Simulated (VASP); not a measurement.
An input for Quantum ESPRESSO's pw.x (written as the equivalent of a VASP run, and not itself run):

```
&CONTROL
  calculation = 'scf'
  pseudo_dir = './pseudo'
  outdir = './out'
  tprnfor = .true.
  tstress = .true.
/
&SYSTEM
  ibrav = 0
  nat = 2
  ntyp = 1
  ecutwfc = 82
  occupations = 'tetrahedra'
  input_dft = 'pbesol'
/
&ELECTRONS
  conv_thr = 7.3e-09
  electron_maxstep = 100
/
ATOMIC_SPECIES
  C 12.011 C.upf
CELL_PARAMETERS angstrom
     2.4608864    0.0000000   -0.0000000
    -1.2304432    2.1311904    0.0000000
    -0.0000000   -0.0000000   19.9967977
ATOMIC_POSITIONS crystal
  C    0.6666670  0.3333330  0.0000000
  C    0.3333330  0.6666670  0.0000000
K_POINTS automatic
  14 14 2 0 0 0
```

Problem. Write the VASP files for the same calculation (PBEsol).

Solution. Several could match; the one computed here: 
**KPOINTS**
```
Automatic
0
gamma
14 14 2
```

INCAR:
```
ALGO = Normal
EDIFF = 1E-7
ENCUT = 520
GGA = PS
ISIF = 2
ISMEAR = -5
LASPH = .True.
LCHARG = .True.
LORBIT = 11
LREAL = .False.
LWAVE = .False.
NEDOS = 601
NELM = 100
PREC = Accurate
SYSTEM = C
```

POSCAR:
```
C
1.0
  2.4608863737   0.0000000000   0.0000000000
 -1.2304431868   2.1311904353   0.0000000000
  0.0000000000   0.0000000000  19.9967977160
C
2
Cart
  1.2304444173   0.7103961014   0.0000000000
 -0.0000012304   1.4207943339   0.0000000000
```

POTCAR, in this order: C (PBE.64 set). Program: vasp_std.

Limits of the translation: the potentials are each code's own (VASP's PAW set, PseudoDojo norm-conserving files in pw.x), so ENCUT and ecutwfc are chosen apart and not converted; conv_thr bounds pw.x's estimated SCF error, while EDIFF bounds the energy change between steps.

The cell is a sheet with vacuum, built from a database entry that may be metastable or hypothetical.
